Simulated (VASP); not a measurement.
These are AM05 GGA, VASP's PBE PAW potentials (set 64) (plane waves; VASP 6.6.1) values and carry that method's errors.

Input for VASP

File KPOINTS:
```
k-points along high-symmetry lines
15
Line-mode
Reciprocal
  0.000000   0.000000   0.000000 ! GAMMA
  0.000000   0.500000   0.000000 ! X

  0.000000   0.500000   0.000000 ! X
  0.500000   0.500000   0.000000 ! M

  0.500000   0.500000   0.000000 ! M
  0.000000   0.000000   0.000000 ! GAMMA

  0.000000   0.000000   0.000000 ! GAMMA
  0.500000   0.500000   0.500000 ! R

  0.500000   0.500000   0.500000 ! R
  0.000000   0.500000   0.000000 ! X

  0.500000   0.500000   0.500000 ! R
  0.500000   0.500000   0.000000 ! M
```

**INCAR**
```
ICHARG=11
SIGMA=0.05   # width (eV)
LREAL=.FALSE.   # projection in real space or not
LMAXMIX=4
GGA=AM   # AM05
ALGO=Normal   # blocked Davidson
NELM=100
LWAVE=.FALSE.
LASPH=.TRUE.   # aspherical one-centre terms
EDIFF=1E-7
ENCUT=520   # plane-wave cut-off (eV)
LCHARG=.FALSE.
PREC=Accurate
SYSTEM=CsPbCl3
LORBIT=11   # lm-projected
ISMEAR=0   # Gaussian
```

**POSCAR**
```
CsPbCl3
1
    5.6808479888     0.0000000000     0.0000000000
    0.0000000000     5.6808479888     0.0000000000
    0.0000000000     0.0000000000     5.6808479888
Cs Pb Cl
1 1 3
Direct
  0.0000000000   0.0000000000   0.0000000000
  0.5000000000   0.5000000000   0.5000000000
  0.5000000000   0.0000000000   0.5000000000
  0.0000000000   0.5000000000   0.5000000000
  0.5000000000   0.5000000000   0.0000000000
```

POTCAR, in this order: Cs_sv Pb_d Cl (PBE.64 set). Program: vasp_std. Read from the step before: CHGCAR.

The run wrote:

### OSZICAR
```
       N       E                     dE             d eps       ncg     rms          rms(c)
DAV:   1     0.416611576981E+03    0.41661E+03   -0.19518E+04  4680   0.154E+03
DAV:   2     0.355044144860E+02   -0.38111E+03   -0.37252E+03  5808   0.346E+02
DAV:   3    -0.148222432577E+02   -0.50327E+02   -0.48825E+02  5762   0.135E+02
DAV:   4    -0.169520130895E+02   -0.21298E+01   -0.21227E+01  5936   0.345E+01
DAV:   5    -0.170260620846E+02   -0.74049E-01   -0.74011E-01  6236   0.559E+00
DAV:   6    -0.170286953028E+02   -0.26332E-02   -0.26330E-02  6924   0.114E+00
DAV:   7    -0.170287382824E+02   -0.42980E-04   -0.42978E-04  6290   0.105E-01
DAV:   8    -0.170287390884E+02   -0.80595E-06   -0.80593E-06  6796   0.152E-02
DAV:   9    -0.170287391038E+02   -0.15386E-07   -0.15405E-07  4608   0.150E-03
   1 F= -.17028739E+02 E0= -.17028739E+02  d E =-.731286E-18
```

OUTCAR:
```
 val. band max:        1.2878874739   @ k =   0.5000   0.5000   0.5000

 cond. band min:       3.3522826919   @ k =   0.5000   0.5000   0.5000



 k-point     1 :       0.0000    0.0000    0.0000
  band No.  band energies     occupation
      1     -19.9091      2.00000
      2     -15.3281      2.00000
      3     -15.3281      2.00000
      4     -15.1401      2.00000
      5     -15.1401      2.00000
      6     -15.1401      2.00000
      7     -13.4346      2.00000
      8     -12.6655      2.00000
      9     -12.6655      2.00000
     10      -6.6669      2.00000
     11      -6.6669      2.00000
     12      -6.6669      2.00000
     13      -5.2976      2.00000
     14      -3.0038      2.00000
     15      -3.0038      2.00000
     16      -3.0038      2.00000
     17      -1.0196      2.00000
     18      -1.0196      2.00000
     19      -1.0196      2.00000
     20      -0.9325      2.00000
     21      -0.9325      2.00000
     22      -0.9325      2.00000
     23       4.9219      0.00000
     24       5.9553      0.00000
     25       5.9553      0.00000
     26       6.7888      0.00000

 k-point     2 :       0.0000    0.0357    0.0000
  band No.  band energies     occupation
      1     -19.9091      2.00000
      2     -15.3281      2.00000
      3     -15.3271      2.00000
      4     -15.1401      2.00000
      5     -15.1401      2.00000
      6     -15.1401      2.00000
      7     -13.4332      2.00000
      8     -12.6687      2.00000
      9     -12.6655      2.00000
     10      -6.6668      2.00000
     11      -6.6667      2.00000
     12      -6.6667      2.00000
     13      -5.3151      2.00000
     14      -3.0029      2.00000
     15      -3.0029      2.00000
     16      -2.9747      2.00000
     17      -1.0209      2.00000
     18      -1.0208      2.00000
     19      -1.0208      2.00000
     20      -0.9337      2.00000
     21      -0.9337      2.00000
     22      -0.9331      2.00000
     23       4.9337      0.00000
...
```

The density is held fixed in this step, so its total energy and stress have no physical meaning. Unless said otherwise, spin-orbit coupling is left out, though it shifts the bands of the heavy elements here.

The compound is CsPbCl3 in the cubic perovskite structure, the ideal cubic form; the compound distorts at low or room temperature. It was relaxed first.
